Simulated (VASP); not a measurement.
An input for Ansatz (written as the equivalent of a VASP run, and not itself run):

Ansatz 0.2 input:
```yaml
crystal:
  lattice:
    - [1.4825029, -2.5677702, 0.0000000]
    - [1.4825029, 2.5677702, 0.0000000]
    - [0.0000000, 0.0000000, 10.7695494]
  atoms:
    - { symbol: W, position: [0.3333330, 0.6666670, 0.2500000] }
    - { symbol: W, position: [0.6666670, 0.3333330, 0.7500000] }
    - { symbol: S, position: [0.3333330, 0.6666670, 0.8969531] }
    - { symbol: S, position: [0.6666670, 0.3333330, 0.3969531] }
    - { symbol: S, position: [0.6666670, 0.3333330, 0.1030469] }
    - { symbol: S, position: [0.3333330, 0.6666670, 0.6030469] }
kpoints:
  mp_grid: { grid: [12, 12, 3] }
hamiltonian:
  xc: lda
  pseudopotentials: { kind: paw }
scf:
  occupations: { method: methfessel_paxton, width: 0.1 }
  max_iter: 100
relax:
  max_steps: 40
  f_tol: 0.02
  cell: { p_target: 45 }
output: { forces: true, stress: true, eigenvalues: true }
```

### Question
Write the VASP files for the same calculation (LDA).

### Answer
Several could match; the one computed here: 
File KPOINTS:
```
K-points
0
G
  12 12 3
```

**INCAR**
```
ALGO = Normal
EDIFF = 1E-6
EDIFFG = -0.02
ENCUT = 500
IBRION = 2
ISIF = 3
ISMEAR = 1
LASPH = .True.
LCHARG = .False.
LMAXMIX = 6
LREAL = .False.
LWAVE = .False.
NELM = 100
NSW = 40
PREC = Accurate
PSTRESS = 450
SIGMA = 0.1
SYSTEM = WS2
```

**POSCAR**
```
WS2
1
    1.4825029080    -2.5677702250     0.0000000000
    1.4825029080     2.5677702250     0.0000000000
   -0.0000000000    -0.0000000000    10.7695493652
W S
2 4
Direct
  0.3333330000   0.6666670000   0.2500000000
  0.6666670000   0.3333330000   0.7500000000
  0.3333330000   0.6666670000   0.8969530746
  0.6666670000   0.3333330000   0.3969530746
  0.6666670000   0.3333330000   0.1030469254
  0.3333330000   0.6666670000   0.6030469254
```

POTCAR, in this order: W_sv S (LDA.64 set). Program: vasp_std.

The two are equivalent in intent, not identical: each code has its own PAW files, so the cut-off isn't converted (ENCUT is set for VASP's; basis.ecutwfc is left out, and Ansatz then takes the one that its files recommend); Ansatz stops its SCF on the density residual and VASP on the energy change (EDIFF); Ansatz's lda is the Perdew-Wang form, while the LDA potentials of VASP carry Perdew-Zunger's.

The compound is WS2 in the 2H layered structure. This run relaxes it under an external pressure of 45 GPa. Symmetry was kept, so distortions that lower it aren't found.
